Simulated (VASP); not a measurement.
# FeCuSO: magnetic orders, part 3 of 7

Wanted: the lowest of several collinear orders of FeCuSO. The start is a cell from a database of measured crystal structures.

VASP 6.6.1, plane waves and PAW; the level of theory is named at each step.

Still holding for the runs below: The magnetic state follows from one typed start and may not be the lowest. The k-mesh is coarse for a metal.

So far. Step 2 (Relax in the ferromagnetic state): The run ended after 27 ionic steps, 0.459 eV below its first step, once forces and stress met EDIFFG = -0.02. The relaxed cell has a = 3.829, c = 7.562 Å (conventional setting).

## Step 3: Magnetic order, start order fm, signs ++++

This step: r2SCAN, DFT+U (Cu d 5 eV, Fe d 3 eV), spin-polarised, from parallel moments; plane waves and PAW (Cu, Fe, S, O) (VASP 6.6.1).

Each run starts from other signs of the moments at the same geometry and cutoff; gentle mixing helps it keep them. Any wave vector in a name is a fraction of the reciprocal vectors of the first cell as typed.

INCAR reads:

```
SYSTEM = FeCuSO
PREC = Normal
ENCUT = 480
EDIFF = 1E-06
NELM = 150
ISMEAR = 0
SIGMA = 0.05
LREAL = .FALSE.
ALGO = Normal
METAGGA = R2SCAN
LASPH = .TRUE.
NBANDS = 45
ISPIN = 2
MAGMOM = 0.6 0.6 3 3 0 0 0 0
LDAU = .TRUE.
LDAUTYPE = 2
LDAUL = 2 2 -1 -1
LDAUU = 5 3 0 0
LDAUJ = 0 0 0 0
LDAUPRINT = 1
LMAXMIX = 4
LORBIT = 11
LWAVE = .FALSE.
LCHARG = .TRUE.
AMIX = 0.2
BMIX = 1E-04
AMIX_MAG = 0.8
BMIX_MAG = 1E-04
```

POSCAR reads:

```
FeCuSO
1.0
    3.8289529429      0.0000000000      0.0000000000
    0.0000000000      3.8289529429      0.0000000000
    0.0000000000      0.0000000000      7.5623732574
Cu Fe S O
2 2 2 2
Direct
    0.5000000000      0.5000000000      0.5000000000
    0.0000000000      0.0000000000      0.5000000000
    0.0000000000      0.0000000000      0.0000000000
    0.5000000000      0.5000000000      0.0000000000
    0.0000000000      0.5000000000      0.6737580009
    0.5000000000      0.0000000000      0.3262419991
    0.0000000000      0.5000000000      0.0743867379
    0.5000000000      0.0000000000      0.9256132621
```

KPOINTS reads:

```
Automatic mesh
0
Gamma
5 5 2
0 0 0
```

PAW data sets: Cu, Fe, S and O (PBE family, release 64).

Launch:

```
mpirun -np 1 vasp_std
```

Output:

```text
[banner, memory and clock lines left out]
running    1 mpi-ranks, on    1 nodes
 distrk:  each k-point on    1 cores,    1 groups
 distr:  one band on    1 cores,    1 groups

 POSCAR found type information on POSCAR CuFeS O
 POSCAR found :  4 types and       8 ions
 [... a notice as in an earlier step ...]

 LDA part: xc-table for (None), standard interpolation
 POSCAR, INCAR and KPOINTS ok, starting setup
 FFT: planning ... GRIDC
 FFT: planning ... GRID_SOFT
 FFT: planning ... GRID
 WAVECAR not read
 entering main loop
       N       E                     dE             d eps       ncg     rms          rms(c)
DAV:   1     0.597250376280E+03    0.59725E+03   -0.26286E+04  2184   0.168E+03
DAV:   2     0.200801621366E+02   -0.57717E+03   -0.53644E+03  2185   0.405E+02
DAV:   3    -0.910204619000E+02   -0.11110E+03   -0.10456E+03  2540   0.193E+02
DAV:   4    -0.991707861664E+02   -0.81503E+01   -0.80578E+01  2896   0.565E+01
DAV:   5    -0.994306620745E+02   -0.25988E+00   -0.25959E+00  3124   0.106E+01    0.360E+01
DAV:   6    -0.798363523932E+02    0.19594E+02   -0.57102E+01  3208   0.906E+01    0.450E+01
DAV:   7    -0.808949288548E+02   -0.10586E+01   -0.59847E+01  3160   0.811E+01    0.289E+01
DAV:   8    -0.778616975237E+02    0.30332E+01   -0.76481E+00  3476   0.480E+01    0.242E+01
DAV:   9    -0.828200573366E+02   -0.49584E+01   -0.25458E+01  3251   0.756E+01    0.439E+01
DAV:  10    -0.780520355261E+02    0.47680E+01   -0.42434E+01  3098   0.600E+01    0.124E+01
DAV:  11    -0.801574087365E+02   -0.21054E+01   -0.16819E+01  3283   0.565E+01    0.263E+01
DAV:  12    -0.779194943338E+02    0.22379E+01   -0.16581E+01  3337   0.377E+01    0.480E+00
DAV:  13    -0.778777180897E+02    0.41776E-01   -0.72233E-01  3115   0.979E+00    0.140E+00
DAV:  14    -0.779165310664E+02   -0.38813E-01   -0.82641E-02  3436   0.336E+00    0.178E+00
DAV:  15    -0.779093940809E+02    0.71370E-02   -0.12167E-02  3500   0.104E+00    0.155E+00
DAV:  16    -0.779053828503E+02    0.40112E-02   -0.85071E-03  3649   0.149E+00    0.907E-01
DAV:  17    -0.779071358292E+02   -0.17530E-02   -0.16811E-03  2601   0.278E-01    0.988E-01
DAV:  18    -0.779058444850E+02    0.12913E-02   -0.16934E-04  3142   0.185E-01    0.937E-01
DAV:  19    -0.779087582550E+02   -0.29138E-02   -0.15930E-03  3190   0.768E-01    0.887E-01
DAV:  20    -0.779187783761E+02   -0.10020E-01   -0.73095E-03  3490   0.909E-01    0.105E+00
DAV:  21    -0.779364550222E+02   -0.17677E-01   -0.17985E-02  3545   0.180E+00    0.157E+00
DAV:  22    -0.779535031740E+02   -0.17048E-01   -0.24332E-02  3527   0.184E+00    0.205E+00
DAV:  23    -0.779490132080E+02    0.44900E-02   -0.80391E-03  3374   0.739E-01    0.188E+00
DAV:  24    -0.779450421083E+02    0.39711E-02   -0.55295E-03  3672   0.684E-01    0.186E+00
DAV:  25    -0.779422681693E+02    0.27739E-02   -0.11076E-03  3127   0.373E-01    0.179E+00
DAV:  26    -0.779343478491E+02    0.79203E-02   -0.62272E-03  3295   0.124E+00    0.143E+00
DAV:  27    -0.779246732650E+02    0.96746E-02   -0.14600E-02  3569   0.157E+00    0.930E-01
DAV:  28    -0.779221434102E+02    0.25299E-02   -0.49572E-03  3651   0.623E-01    0.745E-01
DAV:  29    -0.779211849195E+02    0.95849E-03   -0.10758E-03  3817   0.386E-01    0.633E-01
DAV:  30    -0.779202412469E+02    0.94367E-03   -0.70570E-04  3683   0.316E-01    0.536E-01
DAV:  31    -0.779184775024E+02    0.17637E-02   -0.24176E-03  3409   0.642E-01    0.335E-01
DAV:  32    -0.779179674501E+02    0.51005E-03   -0.15067E-03  3678   0.424E-01    0.199E-01
DAV:  33    -0.779180353677E+02   -0.67918E-04   -0.24936E-04  3094   0.120E-01    0.193E-01
DAV:  34    -0.779178995169E+02    0.13585E-03   -0.14711E-04  3201   0.153E-01    0.145E-01
DAV:  35    -0.779178080632E+02    0.91454E-04   -0.18580E-04  3563   0.159E-01    0.938E-02
DAV:  36    -0.779177341626E+02    0.73901E-04   -0.48488E-04  3358   0.284E-01    0.162E-02
DAV:  37    -0.779177462812E+02   -0.12119E-04   -0.84873E-05  3156   0.586E-02    0.938E-03
DAV:  38    -0.779177468863E+02   -0.60509E-06   -0.42643E-06  2293   0.207E-02
   1 F= -.77917747E+02 E0= -.77916319E+02  d E =-.285542E-02  mag=     9.1880
```

Wall time 4.3 min (1 MPI rank of Intel Xeon 6975P-C (Granite Rapids), shared host); peak memory 0.25 GiB.

OUTCAR, selected parts (step 3):

```text
  LATTYP: Found a simple tetragonal cell.
 ALAT       =     3.8289529429
 C/A-ratio  =     1.9750499341

 Found     12 irreducible k-points:

   k-points           NKPTS =     12   k-points in BZ     NKDIM =     12   number of bands    NBANDS=     45

   dimension x,y,z NGX =    24 NGY =   24 NGZ =   42
   dimension x,y,z NGXF=    48 NGYF=   48 NGZF=   84

   ENCUT  =  480.0 eV  35.28 Ry    5.94 a.u.   6.84  6.84 13.51*2*pi/ulx,y,z

   NELECT =      62.0000    total number of electrons

atom =   1  type =  1  l = 2

 onsite density matrix

spin component  1

  0.9517  0.0000 -0.0000  0.0000  0.0000
  0.0000  0.9309  0.0000  0.0000  0.0000
 -0.0000  0.0000  0.9580 -0.0000  0.0000
  0.0000  0.0000 -0.0000  0.9309  0.0000
  0.0000  0.0000  0.0000  0.0000  0.9621

spin component  2

  0.9457 -0.0000  0.0000  0.0000 -0.0000
 -0.0000  0.9252 -0.0000 -0.0000  0.0000
  0.0000 -0.0000  0.9533 -0.0000  0.0000
  0.0000 -0.0000 -0.0000  0.9252 -0.0000
 -0.0000  0.0000  0.0000 -0.0000  0.9380

 occupancies and eigenvectors

  o =  0.9252  v =  0.0000  0.0000  0.0000  0.0000  0.0000  0.0000 -0.3593 -0.0000 -0.9332  0.0000      0.0000  0.0000  0.0000  0.0000  0.0000  0.0000  0.0000  0.0000  0.0000  0.0000
  o =  0.9252  v =  0.0000  0.0000  0.0000  0.0000  0.0000  0.0000 -0.9332 -0.0000  0.3593  0.0000      0.0000  0.0000  0.0000  0.0000  0.0000  0.0000  0.0000  0.0000  0.0000  0.0000
  o =  0.9309  v =  0.0000 -0.9994 -0.0000  0.0348 -0.0000  0.0000  0.0000  0.0000  0.0000  0.0000      0.0000  0.0000  0.0000  0.0000  0.0000  0.0000  0.0000  0.0000  0.0000  0.0000
  o =  0.9309  v =  0.0000  0.0348  0.0000  0.9994  0.0000  0.0000  0.0000  0.0000  0.0000  0.0000      0.0000  0.0000  0.0000  0.0000  0.0000  0.0000  0.0000  0.0000  0.0000  0.0000
  o =  0.9380  v =  0.0000  0.0000  0.0000  0.0000  0.0000  0.0000 -0.0000 -0.0000 -0.0000 -1.0000      0.0000  0.0000  0.0000  0.0000  0.0000  0.0000  0.0000  0.0000  0.0000  0.0000
  o =  0.9457  v =  0.0000  0.0000  0.0000  0.0000  0.0000  1.0000  0.0000  0.0000  0.0000  0.0000      0.0000  0.0000  0.0000  0.0000  0.0000  0.0000  0.0000  0.0000  0.0000  0.0000
  o =  0.9517  v =  1.0000  0.0000  0.0000  0.0000  0.0000  0.0000  0.0000  0.0000  0.0000  0.0000      0.0000  0.0000  0.0000  0.0000  0.0000  0.0000  0.0000  0.0000  0.0000  0.0000
  o =  0.9533  v =  0.0000  0.0000  0.0000  0.0000  0.0000  0.0000 -0.0000  1.0000 -0.0000 -0.0000      0.0000  0.0000  0.0000  0.0000  0.0000  0.0000  0.0000  0.0000  0.0000  0.0000
  o =  0.9580  v =  0.0000 -0.0000  1.0000 -0.0000 -0.0000  0.0000  0.0000  0.0000  0.0000  0.0000      0.0000  0.0000  0.0000  0.0000  0.0000  0.0000  0.0000  0.0000  0.0000  0.0000
  o =  0.9621  v =  0.0000  0.0000 -0.0000 -0.0000 -1.0000  0.0000  0.0000  0.0000  0.0000  0.0000      0.0000  0.0000  0.0000  0.0000  0.0000  0.0000  0.0000  0.0000  0.0000  0.0000

atom =   2  type =  1  l = 2

 onsite density matrix

spin component  1

  0.9517  0.0000  0.0000  0.0000  0.0000
  0.0000  0.9309  0.0000  0.0000  0.0000
  0.0000  0.0000  0.9580 -0.0000 -0.0000
  0.0000  0.0000 -0.0000  0.9309  0.0000
  0.0000  0.0000 -0.0000  0.0000  0.9621

spin component  2

  0.9457  0.0000 -0.0000  0.0000  0.0000
  0.0000  0.9252 -0.0000 -0.0000  0.0000
 -0.0000 -0.0000  0.9533 -0.0000 -0.0000
  0.0000 -0.0000 -0.0000  0.9252 -0.0000
  0.0000  0.0000 -0.0000 -0.0000  0.9380

 occupancies and eigenvectors

  o =  0.9252  v =  0.0000  0.0000  0.0000  0.0000  0.0000  0.0000 -0.1563 -0.0000 -0.9877  0.0000      0.0000  0.0000  0.0000  0.0000  0.0000  0.0000  0.0000  0.0000  0.0000  0.0000
  o =  0.9252  v =  0.0000  0.0000  0.0000  0.0000  0.0000  0.0000 -0.9877 -0.0000  0.1563  0.0000      0.0000  0.0000  0.0000  0.0000  0.0000  0.0000  0.0000  0.0000  0.0000  0.0000
  o =  0.9309  v =  0.0000 -0.1952 -0.0000  0.9808  0.0000  0.0000  0.0000  0.0000  0.0000  0.0000      0.0000  0.0000  0.0000  0.0000  0.0000  0.0000  0.0000  0.0000  0.0000  0.0000
  o =  0.9309  v =  0.0000 -0.9808  0.0000 -0.1952  0.0000  0.0000  0.0000  0.0000  0.0000  0.0000      0.0000  0.0000  0.0000  0.0000  0.0000  0.0000  0.0000  0.0000  0.0000  0.0000
  o =  0.9380  v =  0.0000  0.0000  0.0000  0.0000  0.0000  0.0000 -0.0000  0.0000 -0.0000 -1.0000      0.0000  0.0000  0.0000  0.0000  0.0000  0.0000  0.0000  0.0000  0.0000  0.0000
  o =  0.9457  v =  0.0000  0.0000  0.0000  0.0000  0.0000  1.0000  0.0000  0.0000  0.0000  0.0000      0.0000  0.0000  0.0000  0.0000  0.0000  0.0000  0.0000  0.0000  0.0000  0.0000
  o =  0.9517  v =  1.0000  0.0000  0.0000  0.0000  0.0000  0.0000  0.0000  0.0000  0.0000  0.0000      0.0000  0.0000  0.0000  0.0000  0.0000  0.0000  0.0000  0.0000  0.0000  0.0000
  o =  0.9533  v =  0.0000  0.0000  0.0000  0.0000  0.0000  0.0000  0.0000 -1.0000  0.0000 -0.0000      0.0000  0.0000  0.0000  0.0000  0.0000  0.0000  0.0000  0.0000  0.0000  0.0000
  o =  0.9580  v =  0.0000 -0.0000 -1.0000 -0.0000  0.0000  0.0000  0.0000  0.0000  0.0000  0.0000      0.0000  0.0000  0.0000  0.0000  0.0000  0.0000  0.0000  0.0000  0.0000  0.0000
  o =  0.9621  v =  0.0000 -0.0000 -0.0000 -0.0000 -1.0000  0.0000  0.0000  0.0000  0.0000  0.0000      0.0000  0.0000  0.0000  0.0000  0.0000  0.0000  0.0000  0.0000  0.0000  0.0000

atom =   3  type =  2  l = 2

 onsite density matrix

spin component  1

  0.9807 -0.0000  0.0000  0.0000 -0.0000
[...]
o =  0.1490  v =  0.0000  0.0000  0.0000  0.0000  0.0000  0.0000 -0.0000  1.0000  0.0000  0.0000      0.0000  0.0000  0.0000  0.0000  0.0000  0.0000  0.0000  0.0000  0.0000  0.0000
  o =  0.2068  v =  0.0000  0.0000  0.0000  0.0000  0.0000  0.0000  0.0000 -0.0000  0.0000  1.0000      0.0000  0.0000  0.0000  0.0000  0.0000  0.0000  0.0000  0.0000  0.0000  0.0000
  o =  0.4022  v =  0.0000  0.0000  0.0000  0.0000  0.0000  1.0000  0.0000  0.0000  0.0000  0.0000      0.0000  0.0000  0.0000  0.0000  0.0000  0.0000  0.0000  0.0000  0.0000  0.0000
  o =  0.9756  v =  0.0000 -0.0000  1.0000  0.0000 -0.0000  0.0000  0.0000  0.0000  0.0000  0.0000      0.0000  0.0000  0.0000  0.0000  0.0000  0.0000  0.0000  0.0000  0.0000  0.0000
  o =  0.9806  v =  0.0000  0.0013  0.0000 -1.0000 -0.0000  0.0000  0.0000  0.0000  0.0000  0.0000      0.0000  0.0000  0.0000  0.0000  0.0000  0.0000  0.0000  0.0000  0.0000  0.0000
  o =  0.9806  v =  0.0000  1.0000  0.0000  0.0013  0.0000  0.0000  0.0000  0.0000  0.0000  0.0000      0.0000  0.0000  0.0000  0.0000  0.0000  0.0000  0.0000  0.0000  0.0000  0.0000
  o =  0.9807  v =  1.0000  0.0000  0.0000  0.0000  0.0000  0.0000  0.0000  0.0000  0.0000  0.0000      0.0000  0.0000  0.0000  0.0000  0.0000  0.0000  0.0000  0.0000  0.0000  0.0000
  o =  1.0400  v =  0.0000 -0.0000  0.0000  0.0000  1.0000  0.0000  0.0000  0.0000  0.0000  0.0000      0.0000  0.0000  0.0000  0.0000  0.0000  0.0000  0.0000  0.0000  0.0000  0.0000

 E-fermi :   4.6689

 spin component 1
 k-point     1 :       0.0000    0.0000    0.0000
  band No.  band energies     occupation
    ...
     30       2.4808      1.00000
     31       2.5348      1.00000
     32       3.1125      1.00000
     33       3.1125      1.00000
     34       4.6281      0.87590
     35       5.0878      0.00000
     36       5.0878      0.00000
     37       7.1963      0.00000
     38       9.1726      0.00000
     39       9.3937      0.00000
    ...

 k-point     2 :       0.2000    0.0000    0.0000
  band No.  band energies     occupation
    ...
     31       2.4725      1.00000
     32       2.5518      1.00000
     33       3.5645      1.00000
     34       4.2871      1.00000
     35       4.5045      1.00000
     36       5.0120      0.00000
     37       8.3239      0.00000
     38       9.5640      0.00000
     39      10.3800      0.00000
     40      10.4030      0.00000
    ...

 k-point     3 :       0.4000    0.0000    0.0000
  band No.  band energies     occupation
    ...
     31       2.1316      1.00000
     32       2.3205      1.00000
     33       3.9296      1.00000
     34       4.2303      1.00000
     35       4.2345      1.00000
     36       4.7425      0.01870
     37       9.1543      0.00000
     38       9.3913      0.00000
     39      10.1207      0.00000
     40      10.5358      0.00000
    ...

 k-point     4 :       0.2000    0.2000    0.0000
  band No.  band energies     occupation
    ...
     32       2.8443      1.00000
     33       3.0885      1.00000
     34       4.2021      1.00000
     35       4.3414      1.00000
     36       4.4029      1.00000
     37       8.9893      0.00000
     38      10.3655      0.00000
     39      11.0011      0.00000
     40      11.0453      0.00000
     41      11.1675      0.00000
    ...

  Total       -0.0386629     -0.0386629     -0.2603138      0.0000000      0.0000000      0.0000000
  in kB       -0.5587100     -0.5587100     -3.7617465      0.0000000      0.0000000      0.0000000
  external PRESSURE =      -1.6263888 kB  Pullay stress =       0.0000000 kB

  energy-cutoff  :      480.00
  volume of cell :      110.87
      direct lattice vectors                 reciprocal lattice vectors
     3.828952943  0.000000000  0.000000000     0.261168005  0.000000000  0.000000000
     0.000000000  3.828952943  0.000000000     0.000000000  0.261168005  0.000000000
     0.000000000  0.000000000  7.562373257     0.000000000  0.000000000  0.132233621

 POSITION                                       TOTAL-FORCE (eV/Angst)
 -----------------------------------------------------------------------------------
      1.91448      1.91448      3.78119        -0.000000      0.000000      0.000000
      0.00000      0.00000      3.78119         0.000000      0.000000      0.000000
      0.00000      0.00000      0.00000        -0.000000      0.000000      0.000000
      1.91448      1.91448      0.00000         0.000000     -0.000000      0.000000
      0.00000      1.91448      5.09521        -0.000000      0.000000      0.019221
      1.91448      0.00000      2.46716        -0.000000     -0.000000     -0.019221
      0.00000      1.91448      0.56254         0.000000     -0.000000      0.016014
      1.91448      0.00000      6.99983        -0.000000      0.000000     -0.016014
 -----------------------------------------------------------------------------------
    total drift:                                0.000000      0.000000      0.000000

  FREE ENERGIE OF THE ION-ELECTRON SYSTEM (eV)
  ---------------------------------------------------
  free  energy   TOTEN  =       -77.9177468863 eV

  energy  without entropy=      -77.9148914701  energy(sigma->0) =      -77.91631918

 total charge
# of ion       s       p       d       tot
------------------------------------------
    1        0.358   0.383   9.398  10.139
    2        0.358   0.383   9.398  10.139
    3        0.344   0.466   5.915   6.725
    4        0.344   0.466   5.915   6.725
    5        1.322   2.382   0.000   3.704
    6        1.322   2.382   0.000   3.704
    7        1.570   3.505   0.000   5.075
    8        1.570   3.505   0.000   5.075
--------------------------------------------------
tot          7.189  13.472  30.626  51.287

 magnetization (x)
# of ion       s       p       d       tot
------------------------------------------
    1        0.002   0.009   0.046   0.057
    2        0.002   0.009   0.046   0.057
    3        0.038   0.028   3.975   4.041
    4        0.038   0.028   3.975   4.041
    5        0.007   0.097   0.000   0.104
    6        0.007   0.097   0.000   0.104
    7        0.022   0.288   0.000   0.310
    8        0.022   0.288   0.000   0.310
--------------------------------------------------
tot          0.137   0.844   8.042   9.024

[... 3 parts as in an earlier step ...]

[... 10 further parts left out ...]
```

Numbers from this step:

```yaml
electronic_cycles: 38
free_energy_toten: -77.9177 eV
energy_at_zero_smearing: -77.9163 eV
moment_of_the_cell_from_the_last_line_of_the_log: 9.188 μB
```

Spin density in the ac plane at fractional y = 0.000, with atoms of Cu and Fe and S and O within 0.2 Å of it.

Values in e/Å³, 24 rows by 14 columns, each cell a mean:
```
4.5 3.2 1.1 0.2 0.0 0.1 0.4 0.5 0.3 0.1 0.0 0.4 1.7 3.6
1.8 1.3 0.4 0.1 0.0 0.2 0.5 0.6 0.4 0.1 0.0 0.1 0.7 1.5
0.3 0.2 0.1 0.0 0.0 0.1 0.3 0.4 0.3 0.1 0.0 0.0 0.1 0.2
0.0 0.0 0.0 0.0 0.0 0.0 0.1 0.1 0.1 0.0 0.0 0.0 0.0 0.0
0.0 0.0 0.0 0.0 0.0 0.0 0.0 0.0 0.0 0.0 0.0 0.0 0.0 0.0
0.0 0.0 0.0 0.0 0.0 0.0 0.0 0.0 0.0 0.0 0.0 0.0 0.0 0.0
0.0 0.0 0.0 0.0 0.0 0.0 0.0 0.0 0.0 0.0 0.0 0.0 0.0 0.0
0.0 0.0 0.0 0.0 0.0 0.0 0.0 0.0 0.0 0.0 0.0 0.0 0.0 0.0
0.0 0.0 0.0 0.0 0.0 0.0 0.0 0.0 0.0 0.0 0.0 0.0 0.0 0.0
0.0 0.0 0.0 0.0 0.0 0.0 0.0 0.0 0.0 0.0 0.0 0.0 0.0 0.0
0.0 0.0 0.0 0.0 0.0 0.0 0.0 0.0 0.0 0.0 0.0 0.0 0.0 0.0
0.1 0.1 0.0 0.0 0.0 0.0 0.0 0.0 0.0 0.0 0.0 0.0 0.0 0.1
0.1 0.0 0.0 0.0 0.0 0.0 0.0 0.0 0.0 0.0 0.0 0.0 0.0 0.1
0.0 0.0 0.0 0.0 0.0 0.0 0.0 0.0 0.0 0.0 0.0 0.0 0.0 0.0
0.0 0.0 0.0 0.0 0.0 0.0 0.0 0.0 0.0 0.0 0.0 0.0 0.0 0.0
0.0 0.0 0.0 0.0 0.0 0.0 0.0 0.0 0.0 0.0 0.0 0.0 0.0 0.0
0.0 0.0 0.0 0.0 0.0 0.0 0.0 0.0 0.0 0.0 0.0 0.0 0.0 0.0
0.0 0.0 0.0 0.0 0.0 0.0 0.1 0.1 0.1 0.0 0.0 0.0 0.0 0.0
0.0 0.0 0.0 0.0 0.0 0.0 0.0 0.1 0.0 0.0 0.0 0.0 0.0 0.0
0.0 0.0 0.0 0.0 0.0 0.0 0.0 0.0 0.0 0.0 0.0 0.0 0.0 0.0
0.1 0.1 0.1 0.0 0.0 0.0 0.0 0.0 0.0 0.0 0.0 0.0 0.1 0.1
1.0 0.7 0.2 0.1 0.0 0.0 0.0 0.0 0.0 0.0 0.0 0.1 0.4 0.8
3.6 2.5 0.9 0.2 0.0 0.0 0.0 0.0 0.0 0.0 0.1 0.3 1.4 2.9
5.8 4.1 1.5 0.3 0.0 0.0 0.1 0.1 0.1 0.0 0.1 0.5 2.2 4.6
```
Columns run along a (3.8 Å), rows up along c (7.6 Å). Atoms in or near the plane, at fractional coordinates: Cu at (0.00, 0.50), Fe at (0.00, 0.00), S at (0.50, 0.33), O at (0.50, 0.93).

Valence density in the ac plane at fractional y = 0.000, with atoms of Cu and Fe and S and O within 0.2 Å of it. It is the smooth field of the valence electrons, not physical close to the nuclei.

Ten steps, logarithmic in the rise over the least value, from '0' (0 e/Å³) to '9' (16 e/Å³), each cell a mean:
```
77533577753357
55324678753245
22123577643112
00012345431100
00001122210000
00000000000000
00000000000000
10000000000001
22100000000112
54210000001134
87521000011368
99631111112479
98632222222368
76423334333346
32223443443222
11224420343211
00123432343210
00123444432110
00012333332100
00011122211000
11101111110111
43211111111124
76421222221256
87532345432367
```
Columns run along a (3.8 Å), rows up along c (7.6 Å). Atoms in or near the plane, at fractional coordinates: Cu at (0.00, 0.50), Fe at (0.00, 0.00), S at (0.50, 0.33), O at (0.50, 0.93).

The largest moment at the end is 4.04 μB, and the moments of the cell sum to 9.19 μB.

(Continued in part 4 of 7.)

[Lines on the potential files, build, host, timing and source positions are cut from VASP's logs without a mark.]

[Logs are printed without paths, hosts, clocks, repeated set-up lines and the standing remarks that a program may print on its own settings, such as how far it seeks lower states.]

[Hosts, paths, dates, database ids (printed as entryN), source tags and the programs' standing remarks are cut or masked in the printed files.]

[In band tables of VASP the shares of atoms and orbitals are scaled to a sum of 1 inside the atoms' spheres.]

[Runs that stopped without an error message from VASP are left out.]
